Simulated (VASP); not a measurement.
# SiC (Moissanite 3C): exact exchange and RPA correlation, part 7 of 7

How do cheaper functionals compare with the RPA for SiC (Moissanite 3C), and at what cost? The scan starts from a database cell, scaled to the smallest volume of the series. The cell is of the zinc-blende type, one of the forms listed for this formula. The start is a cell from a database of measured crystal structures.

VASP 6.6.1, plane waves and PAW; the level of theory is named at each step.

So far. Step 33 (RPA correlation, volume ratio 1.06): Extrapolated by the program to an infinite response cutoff, the correlation energy is -6.5492 eV an atom, -7 meV against the point before. With exact exchange the total is -19.0893 eV an atom. Step 34 (Comparison: r2SCAN, volume ratio 1.06): Its energy is -9.6388 eV an atom, on a zero of its own.

### 35. Orbitals for comparison: HSE06, volume ratio 1.06 (continued)

Level of this step: PBE; plane waves and PAW (Si_GW, C_GW) (VASP).

Parts of OUTCAR (step 35):

```text
  Total       -1.1465913     -1.1465913     -1.1465913     -0.0000000      0.0000000     -0.0000000
  in kB      -83.7551814    -83.7551814    -83.7551814     -0.0000000      0.0000000     -0.0000000
  external PRESSURE =     -83.7551814 kB  Pullay stress =       0.0000000 kB

 POSITION                                       TOTAL-FORCE (eV/Angst)
 -----------------------------------------------------------------------------------
      0.00000      0.00000      0.00000         0.000000      0.000000     -0.000000
      3.33260      3.33260      3.33260        -0.000000     -0.000000      0.000000
 -----------------------------------------------------------------------------------
    total drift:                                0.000000      0.000000      0.000000

  FREE ENERGIE OF THE ION-ELECTRON SYSTEM (eV)
  ---------------------------------------------------
  free  energy   TOTEN  =       -15.0277025707 eV

  energy  without entropy=      -15.0277025707  energy(sigma->0) =      -15.02770257

[... 2 parts as in an earlier step ...]

[... 1 further part left out ...]
[key lines of the parts left out:]
E-fermi :   7.3977
```

The run ends at a pressure of -8.38 GPa.

### 36. Comparison: HSE06, volume ratio 1.06

This step: HSE06; plane waves and PAW (Si_GW, C_GW) (VASP 6.6.1).

The comparison at this point.

Input file INCAR:

```
SYSTEM = SiC
PREC = Accurate
ENCUT = 560
EDIFF = 1E-06
NELM = 100
ISMEAR = 0
SIGMA = 0.05
LREAL = .FALSE.
ALGO = Normal
LHFCALC = .TRUE.
AEXX = 0.25
GGA = PE
HFSCREEN = 0.2
LASPH = .TRUE.
NBANDS = 10
PRECFOCK = Fast
LWAVE = .FALSE.
LCHARG = .FALSE.
KPAR = 8
```

Input file POSCAR:

```
SiC
1.0
    0.0000000000      2.2217363401      2.2217363401
    2.2217363401      0.0000000000      2.2217363401
    2.2217363401      2.2217363401      0.0000000000
Si C
1 1
Direct
    0.0000000000      0.0000000000      0.0000000000
    0.7500000000      0.7500000000      0.7500000000
```

Input file KPOINTS:

```
Automatic mesh
0
Gamma
6 6 6
0 0 0
```

Potentials, in the order of the species: Si_GW and C_GW (PBE family, release 64).

The WAVECAR or CHGCAR of an earlier step is read.

Run with:

```
$ mpirun -np 8 vasp_std
```

The program printed:

```text
[... set-up lines as in an earlier step ...]
 entering main loop
       N       E                     dE             d eps       ncg     rms          rms(c)
DAV:   1    -0.173754566780E+02   -0.17375E+02   -0.30839E-01   420   0.617E+00    0.268E-01
DAV:   2    -0.173767500705E+02   -0.12934E-02   -0.35857E-03   358   0.435E-01    0.179E-01
DAV:   3    -0.173762228683E+02    0.52720E-03   -0.31114E-04   450   0.155E-01    0.107E-01
DAV:   4    -0.173760405542E+02    0.18231E-03   -0.87399E-05   470   0.945E-02    0.628E-02
DAV:   5    -0.173759818202E+02    0.58734E-04   -0.26900E-05   470   0.554E-02    0.369E-02
DAV:   6    -0.173759629412E+02    0.18879E-04   -0.78644E-06   466   0.326E-02    0.216E-02
DAV:   7    -0.173759570651E+02    0.58761E-05   -0.23598E-06   330   0.186E-02    0.127E-02
DAV:   8    -0.173759548074E+02    0.22577E-05   -0.65943E-07   176   0.106E-02    0.748E-03
DAV:   9    -0.173759543889E+02    0.41847E-06   -0.33946E-07   178   0.579E-03
   1 F= -.17375954E+02 E0= -.17375954E+02  d E =-.329905E-22
```

Wall time 23 s (8 MPI ranks of Intel Xeon Platinum 8124M at 3.00GHz (Skylake/Cascade Lake), shared host); peak memory 1.8 GiB; 3 min of CPU time.

From OUTCAR (step 36):

```text
 POSITION                                       TOTAL-FORCE (eV/Angst)
 -----------------------------------------------------------------------------------
      0.00000      0.00000      0.00000        -0.000000     -0.000000     -0.000000
      3.33260      3.33260      3.33260         0.000000      0.000000      0.000000
 -----------------------------------------------------------------------------------
    total drift:                               -0.000002      0.000001     -0.000000

  FREE ENERGIE OF THE ION-ELECTRON SYSTEM (eV)
  ---------------------------------------------------
  free  energy   TOTEN  =       -17.3759543889 eV

  energy  without entropy=      -17.3759543889  energy(sigma->0) =      -17.37595439

[... 2 parts as in an earlier step ...]

[... 1 further part left out ...]
[key lines of the parts left out:]
E-fermi :   6.8702
```

Its energy is -8.6880 eV an atom, on a zero of its own.

### 37. Summary

This step: exact exchange and RPA correlation on PBE orbitals, beside r2SCAN, beside HSE06; plane waves and PAW (VASP 6.6.1).

No new run; the numbers come from the runs before.

Numbers from this step:

- equilibrium volume, EXX+RPA: 10.43 Å³/atom
- bulk modulus: 222.0 GPa

Energy above the lowest point against volume; values in meV/atom:

| volume (Å³/atom) | PBE | EXX | EXX+RPA | r2SCAN | HSE06 |
| --- | --- | --- | --- | --- | --- |
| 9.725 | 42.8 | 28.2 | 36.5 | 27.3 | 23.4 |
| 10.036 | 14.0 | 5.76 | 10.5 | 6.04 | 4.05 |
| 10.346 | 0.415 | 0 | 0 | 0 | 0 |
| 10.656 | 0 | 8.76 | 2.86 | 7.09 | 9.17 |
| 10.967 | 11.0 | 30.2 | 17.2 | 25.5 | 29.8 |

Cost is wall time times ranks on a shared host; the EXX and RPA rows hold the orbitals run too, the hybrid row not its starting run, and runs of a few seconds are mostly start-up. Fits of the equation of state:

| level | V0 (Å³/atom) | B0 (GPa) | fit error (meV/atom) | minimum inside the series | cost a point (core minutes) |
| --- | --- | --- | --- | --- | --- |
| PBE | 10.51 | 213 | 6.59e-4 | yes | 0.28 |
| EXX | 10.31 | 252.8 | 3.45e-4 | yes | 3.53 |
| EXX+RPA | 10.43 | 222 | 0.006379 | yes | 18.24 |
| r2SCAN | 10.33 | 227.2 | 4.63e-4 | yes | 0.8 |
| HSE06 | 10.28 | 232.9 | 6.22e-4 | yes | 3.33 |

### 38. What came out

```yaml
pbe: V0 10.51 Å³/atom, B0 213 GPa
exx: V0 10.31 Å³/atom, B0 253 GPa
exx_rpa: V0 10.43 Å³/atom, B0 222 GPa
r2scan: V0 10.33 Å³/atom, B0 227 GPa
hse06: V0 10.28 Å³/atom, B0 233 GPa
```

Exact exchange with RPA correlation puts the minimum at 10.43 Å³ an atom, with a bulk modulus of 222 GPa. PBE puts the volume 0.78 % above EXX+RPA, at roughly 1/65 of its cost. r2SCAN puts the volume 0.98 % below EXX+RPA, at roughly 1/23 of its cost. HSE06 puts the volume 1.4 % below EXX+RPA, at roughly 1/5 of its cost. Correlation widens the exact-exchange volume by 1.2 %. Mesh, ENCUT and response cutoff weren't varied, and the extrapolation in the response cutoff changes with the volume, so small differences in volume between the levels aren't resolved. Exact exchange and correlation are taken on one coarse mesh and aren't self-consistent; the correlation energy is extrapolated in the response cutoff by the program, which at the first volume adds -427 meV an atom to the value at the highest cutoff and varies with the volume; a small fit error says nothing about that part. NBANDS follows the largest plane-wave count of any k point, which rises in steps with the volume. The cheaper functionals share the mesh, and the fits are third-order Birch-Murnaghan curves. Not tabulated here, as repeats of values shown or as unfit to read for their mesh, reference level or band range: eps2 curves (empty bands); eps1 curves and static values (empty bands); gaps (empty bands).

[Lines on the potential files, build, host, timing and source positions are cut from VASP's logs without a mark.]

[Logs are printed without paths, hosts, clocks, repeated set-up lines and the standing remarks that a program may print on its own settings, such as how far it seeks lower states.]

[Hosts, paths, dates, database ids (printed as entryN), source tags and the programs' standing remarks are cut or masked in the printed files.]

[Pressures printed for these runs are not shown converged in the cutoff: they can be off by several GPa and have the wrong sign.]
